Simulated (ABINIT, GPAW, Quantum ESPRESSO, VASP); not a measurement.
**One structure in several programs: RuAs2 (Pnnm, 6 atoms in the cell)**

Self-consistent single point.

```
RuAs2
1.0
    5.43556     0.00000     0.00000
    0.00000     6.20595     0.00000
    0.00000     0.00000     3.00115
As Ru
4 2
Direct
  0.32922   0.86635   0.50000
  0.67078   0.13365   0.50000
  0.82922   0.63365   0.00000
  0.17078   0.36635   0.00000
  0.50000   0.50000   0.50000
  0.00000   0.00000   0.00000
```

Shared settings, as Quantum ESPRESSO writes them: occupations = smearing; smearing = fermi-dirac; degauss = 0.000734986 Ry; K_POINTS = automatic 3 3 6 0 0 0. Potentials and cutoffs stand in the table.

| code | model | pressure (GPa) | largest force (eV/Å) | gap on the mesh (eV) | cutoff |
|---|---|---|---|---|---|
| VASP | PBEsol, VASP's PBE PAW potentials (set 64) | -2.92 | 0.183 | 0.673 | 300 eV |
| ABINIT | PBEsol, PAW (JTH v2.0 PBE PAW, files made for PBE) | -2.74 | 0.157 | 0.666 | 20 Ha |
| Quantum ESPRESSO | PBEsol, SSSP 1.1.2 efficiency (PBE) pseudopotentials | -2.01 | 0.165 | 0.677 | 60 Ry |
| GPAW | PBEsol, GPAW PAW datasets PBEsol (made by gpaw-setup) | -2.78 | 0.172 | 0.662 | 600 eV |

Gaps are read on the mesh.

The spread over the programs that give each value: pressure within 0.91 GPa; largest force within 0.026 eV/Å; gap on the mesh within 0.015 eV.

VASP's run is marked for a possible Pulay error in its stress at this cutoff; no cutoff test was made.

The starting cell comes from a database of computed structures (which also holds hypothetical and non-ambient phases and stackings), without a prior relaxation at this level.

Left out of this page: Ansatz, CP2K, Elk, FLEUR and SIESTA (not drawn, or without a comparable value).
